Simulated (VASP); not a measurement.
# YbB2 (P6/mmm) in VASP: single point with r2SCAN

Aim: the single point of YbB2 with r2SCAN.

Everything below comes from runs of VASP 6.6.1. Logs are shortened: lines on timing, memory, paths and dates and some standing lists are left out, and cuts for length are marked.

## Step 1: Starting point

It takes space group P6/mmm (No. 191, hexagonal). Conventional cell: a = 3.250 Å, b = 3.250 Å, c = 3.732 Å, α = 90.00°, β = 90.00°, γ = 120.00°. Yb (site symmetry 6/mmm) has 12 B at 2.65 Å as nearest neighbours. Around B (site symmetry -6m2) lie 3 B at 1.88 Å.

## Step 2: Single point, r2SCAN, collinear spin, ferromagnetic start

File INCAR:

```
ADDGRID = False
ALGO = Normal
EDIFF = 1E-6
ENCUT = 400
ISIF = 2
ISMEAR = -1
ISPIN = 2
LASPH = True
LCHARG = False
LMAXMIX = 6
LMIXTAU = True
LORBIT = 11
LREAL = False
LWAVE = False
MAGMOM = 1 0 0
METAGGA = R2SCAN
NBANDS = 26
NELM = 100
PREC = Accurate
SIGMA = 0.15
```

File KPOINTS:

```
k-points
0
Gamma
  10 10 8
```

File POSCAR:

```
YbB2
1.0
    3.2503000000      0.0000000000      0.0000000000
   -1.6251500000      2.8148423699      0.0000000000
    0.0000000000      0.0000000000      3.7315000000
Yb B
1 2
Direct
    0.0000000000      0.0000000000      0.0000000000
    0.6666666667      0.3333333333      0.5000000000
    0.3333333333      0.6666666667      0.5000000000
```

Potentials or basis: VASP PAW PBE potentials, release 64 (Yb, B).

Run with:

```console
> cat potpaw_PBE.64/Yb/POTCAR potpaw_PBE.64/B/POTCAR > POTCAR
> mpirun -np 1 vasp_std > vasp.out
```

OUTCAR:

```text
EDIFF = 1E-6
   ENCUT = 400
   ISIF = 2
   ISMEAR = -1
   ISPIN = 2
   LASPH = True
   LORBIT = 11
   LREAL = False
   METAGGA = R2SCAN
   NELM = 100
   PREC = Accurate

 Found     70 irreducible k-points:

 Following reciprocal coordinates:
            Coordinates               Weight
  0.000000  0.000000  0.000000      1.000000
  0.100000  0.000000  0.000000      6.000000
  0.200000  0.000000  0.000000      6.000000
  0.300000  0.000000  0.000000      6.000000
  0.400000  0.000000  0.000000      6.000000
  0.500000  0.000000  0.000000      3.000000
   k-points           NKPTS =     70   k-points in BZ     NKDIM =     70   number of bands    NBANDS=     26
   number of dos      NEDOS =    301   number of ions     NIONS =      3
   total plane-waves  NPLWV =  13824
   dimension x,y,z NGX =    24 NGY =   24 NGZ =   24
   dimension x,y,z NGXF=    48 NGYF=   48 NGZF=   48
   ions per type =               1   2
   NGX,Y,Z   is equivalent  to a cutoff of  12.28, 12.28, 10.69 a.u.
   NGXF,Y,Z  is equivalent  to a cutoff of  24.55, 24.55, 21.38 a.u.
 SYSTEM =  unknown system
   PREC   = accura    normal or accurate (medium, high low for compatibility)
   ISTART =      0    job   : 0-new  1-cont  2-samecut
   ICHARG =      2    charge: 1-file 2-atom 10-const
   ISPIN  =      2    spin polarized calculation?
   LNONCOLLINEAR =      F non collinear calculations
   LSORBIT =      F    spin-orbit coupling
   LASPH  =      T    aspherical Exc in radial PAW
   ENCUT  =  400.0 eV  29.40 Ry    5.42 a.u.   5.30  5.30  6.09*2*pi/ulx,y,z
   NELM   =    100;   NELMIN=  2; NELMDL= -5     # of ELM steps
   EDIFF  = 0.1E-05   stopping-criterion for ELM
   LREAL  =      F    real-space projection
   EDIFFG = 0.1E-04   stopping-criterion for IOM
   NSW    =      0    number of steps for IOM
   IBRION =     -1    ionic relax: 0-MD 1-quasi-New 2-CG
   NFREE  =      0    steps in history (QN), initial steepest desc. (CG)
   ISIF   =      2    stress and relaxation
   ISYM   =      2    0-nonsym 1-usesym 2-fastsym
   POTIM  = 0.5000    time-step for ionic-motion
   TEBEG  =    0.0;   TEEND  =   0.0 temperature during run
   PSTRESS=    0.0 pullay stress
   NELECT =      30.0000    total number of electrons
   NUPDOWN=      -1.0000    fix difference up-down
   EMIN   =  10.00;   EMAX   =-10.00  energy-range for DOS
   EFERMI =   0.00;   METHOD = LEGACY
   ISMEAR =    -1;   SIGMA  =   0.15  broadening in eV -4-tet -1-fermi 0-gaus
   EFERMI_NEDOS =   21; number of points for ismear=-14 and -15
   IALGO  =     38    algorithm
   IMIX   =      4    mixing-type and parameters
     AMIX     =   0.40;   BMIX     =  1.00
     AMIX_MAG =   1.60;   BMIX_MAG =  1.00
  volume/ion in A,a.u.               =      11.38        76.80
  Fermi-wavevector in a.u.,A,eV,Ry     =   1.568056  2.963196 33.454003  2.458800
  Thomas-Fermi vector in A             =   2.670144
   LORBIT       =     11    0 simple, 1 ext, 2 COOP (PROOUT), +10 PAW based schemes
   METAGGA = R2SCAN    functional components
   LHFCALC =     F    Hartree Fock is set to
   AEXX    =    0.0000 exact exchange contribution
   IVDW    =     0    specifies the selected vdW correction
   LEPSILON=     F    determine dielectric tensor
   LRPA    =     F    only Hartree local field effects (RPA)
 spin polarized calculation
  energy-cutoff  :      400.00
  volume of cell :       34.14
 maximum number of plane-waves:       636
 NGX is ok and might be reduce to    24
   NGX = 11   NGY = 11   NGZ = 13

 number of electron      30.0000004 magnetization       0.0112082

 number of electron      30.0000004 magnetization      -0.4266044

 Free energy of the ion-electron system (eV)
  ---------------------------------------------------
  ext. energy  EPLUGINS =         0.00000000
  ---------------------------------------------------
  free energy    TOTEN  =       -51.83228704 eV

  energy without entropy =      -51.58515413  energy(sigma->0) =      -51.70872059

 E-fermi :   4.1676     XC(G=0): -13.1563

 val. band max:        4.1522594920   @ k =   0.5000   0.0000   0.1250
 cond. band min:       4.2052341486   @ k =   0.0000   0.0000   0.2500
 fundamental gap:      0.0529746567
 Fermi energy:         4.1675963366

 spin component 1

 k-point     1 :       0.0000    0.0000    0.0000
  band No.  band energies     occupation
      1     -48.5033      1.00000
      2     -20.1233      1.00000
      3     -19.7148      1.00000
      4     -19.7147      1.00000
      5      -7.7178      1.00000
      6       2.4607      0.99999
[... 18 lines left out ...]
     25      15.0491      0.00000
     26      21.7749      0.00000

 k-point     2 :       0.1000    0.0000    0.0000
  band No.  band energies     occupation
      1     -48.4971      1.00000
      2     -20.1058      1.00000
      3     -19.8138      1.00000
      4     -19.7355      1.00000
      5      -7.5067      1.00000
      6       2.4118      0.99999
[... 18 lines left out ...]
     25      15.6407      0.00000
     26      22.2721      0.00000

 k-point     3 :       0.2000    0.0000    0.0000
  band No.  band energies     occupation
      1     -48.4806      1.00000
      2     -20.0626      1.00000
      3     -20.0592      1.00000
      4     -19.7891      1.00000
      5      -6.9074      1.00000
      6       1.2353      1.00000
[... 18 lines left out ...]
     25      16.7546      0.00000
     26      23.6194      0.00000

 k-point     4 :       0.3000    0.0000    0.0000
  band No.  band energies     occupation
      1     -48.4602      1.00000
      2     -20.3536      1.00000
      3     -20.0008      1.00000
      4     -19.8543      1.00000
      5      -5.9947      1.00000
      6      -0.3922      1.00000
[... 18 lines left out ...]
     25      17.2155      0.00000
     26      24.1559      0.00000

 k-point     5 :       0.4000    0.0000    0.0000
  band No.  band energies     occupation
      1     -48.4436      1.00000
      2     -20.5773      1.00000
      3     -19.9530      1.00000
      4     -19.9065      1.00000
      5      -4.8391      1.00000
      6      -1.9942      1.00000
[... 18 lines left out ...]
     25      18.8596      0.00000
     26      22.1356      0.00000

 k-point     6 :       0.5000    0.0000    0.0000
  band No.  band energies     occupation
      1     -48.4373      1.00000
      2     -20.6606      1.00000
      3     -19.9346      1.00000
      4     -19.9262      1.00000
      5      -3.4949      1.00000
      6      -3.4887      1.00000
[... 18 lines left out ...]
     25      20.1562      0.00000
     26      20.4589      0.00000

 [... further k-points ...]

 spin component 2

 k-point     1 :       0.0000    0.0000    0.0000
  band No.  band energies     occupation
      1     -48.7261      1.00000
      2     -20.2790      1.00000
      3     -19.8411      1.00000
      4     -19.8411      1.00000
      5      -7.7264      1.00000
      6       2.1310      1.00000
[... 18 lines left out ...]
     25      15.0025      0.00000
     26      21.7442      0.00000

 k-point     2 :       0.1000    0.0000    0.0000
  band No.  band energies     occupation
      1     -48.7200      1.00000
      2     -20.2619      1.00000
      3     -19.9383      1.00000
      4     -19.8616      1.00000
      5      -7.5164      1.00000
      6       2.1142      1.00000
[... 18 lines left out ...]
     25      15.5940      0.00000
     26      22.2409      0.00000

 k-point     3 :       0.2000    0.0000    0.0000
  band No.  band energies     occupation
      1     -48.7039      1.00000
      2     -20.2163      1.00000
      3     -20.1825      1.00000
      4     -19.9143      1.00000
      5      -6.9194      1.00000
      6       1.2113      1.00000
[... 18 lines left out ...]
     25      16.7077      0.00000
     26      23.5867      0.00000

 k-point     4 :       0.3000    0.0000    0.0000
  band No.  band energies     occupation
      1     -48.6840      1.00000
      2     -20.4685      1.00000
      3     -20.1593      1.00000
      4     -19.9786      1.00000
      5      -6.0087      1.00000
      6      -0.4069      1.00000
[... 18 lines left out ...]
     25      17.1722      0.00000
     26      24.1060      0.00000

 k-point     5 :       0.4000    0.0000    0.0000
  band No.  band energies     occupation
      1     -48.6678      1.00000
      2     -20.6887      1.00000
      3     -20.1126      1.00000
      4     -20.0300      1.00000
      5      -4.8541      1.00000
      6      -2.0084      1.00000
[... 18 lines left out ...]
     25      18.8319      0.00000
     26      22.0893      0.00000

 k-point     6 :       0.5000    0.0000    0.0000
  band No.  band energies     occupation
      1     -48.6616      1.00000
      2     -20.7706      1.00000
      3     -20.0946      1.00000
      4     -20.0494      1.00000
      5      -3.5152      1.00000
      6      -3.4983      1.00000
[... 18 lines left out ...]
     25      20.1020      0.00000
     26      20.4399      0.00000

 [... further k-points ...]
[... 5 lines left out ...]
  --------------------------------------------------------------------------------------
  -------------------------------------------------------------------------------------
  Total       -0.0785400     -0.0785400      1.4802486      0.0000000      0.0000000      0.0000000
  in kB       -3.6858742     -3.6858742     69.4679159      0.0000000      0.0000000      0.0000000
  external PRESSURE =      20.6987225 kB  Pullay stress =       0.0000000 kB

 VOLUME and BASIS-vectors are now :
 -----------------------------------------------------------------------------
  energy-cutoff  :      400.00
  volume of cell :       34.14
      direct lattice vectors                 reciprocal lattice vectors
     3.250300000  0.000000000  0.000000000     0.307663908  0.177629840  0.000000000
    -1.625150000  2.814842370  0.000000000     0.000000000  0.355259680  0.000000000
     0.000000000  0.000000000  3.731500000     0.000000000  0.000000000  0.267988744

 POSITION                                       TOTAL-FORCE (eV/Angst)
 -----------------------------------------------------------------------------------
      0.00000      0.00000      0.00000        -0.000000      0.000000      0.000000
      1.62515      0.93828      1.86575         0.000000     -0.000000      0.000000
     -0.00000      1.87656      1.86575        -0.000000      0.000000     -0.000000
 -----------------------------------------------------------------------------------
    total drift:                                0.000000      0.000000      0.000000

  FREE ENERGIE OF THE ION-ELECTRON SYSTEM (eV)
  ---------------------------------------------------
  free  energy   TOTEN  =       -51.8322870404 eV

  energy  without entropy=      -51.5851541325  energy(sigma->0) =      -51.70872059

 total charge

# of ion       s       p       d       f       tot
--------------------------------------------------
    1        2.159   6.127   0.598  13.327  22.211
    2        0.683   1.164   0.000   0.000   1.847
    3        0.683   1.164   0.000   0.000   1.847
--------------------------------------------------
tot          3.526   8.455   0.598  13.327  25.905

 magnetization (x)

# of ion       s       p       d       f       tot
--------------------------------------------------
    1       -0.000   0.007   0.006  -0.429  -0.416
    2       -0.000  -0.003   0.000   0.000  -0.003
    3       -0.000  -0.003   0.000   0.000  -0.003
--------------------------------------------------
tot         -0.000   0.000   0.006  -0.429  -0.423
```

It took 4.9 min on 1 thread of Intel Xeon 6975P-C (Granite Rapids), shared host; peak memory 0.22 GiB.

These settings aren't checked as converged: the numbers below hold their error.

What came out:

```
Free energy                                           : -51.8323 eV
Pressure                                              : 2.1 GPa
Band gap on the k mesh                                : none (metal or under the smearing width)
Net moment                                            : -0.43 μB per cell
Site moments                                          : Yb -0.42; B -0.00 μB
Valence electrons inside the program's atomic spheres : Yb 22.21; B 1.85
```

Caveat: the cutoff is under 1.25 times the usual one of these potentials, so pressure, stress and relaxed cells hold a basis-set (Pulay) error; the PAW data sets were made with another functional, which shifts forces and pressure a little; spin-orbit coupling is left out, which moves the levels of the heavy elements; without U or exact exchange the open f shell lies at the Fermi level, which spoils levels, moments and volumes.

## Step 3: The reference run

An earlier run on the cell as given: functional PBE; potentials or basis VASP PAW PBE potentials, release 64 (Yb, B); cutoff 520 eV; k mesh 9 × 9 × 7; occupations fermi-dirac, width 0.05 eV; collinear spin, ferromagnetic start; starting moments [1.0, 0.0, 0.0] μB.

* Pressure: 2.7 GPa
* Band gap on the k mesh: none (metal or under the smearing width)
* Net moment: 0.00 μB per cell
* Valence electrons inside the program's atomic spheres: Yb 22.37; B 1.83
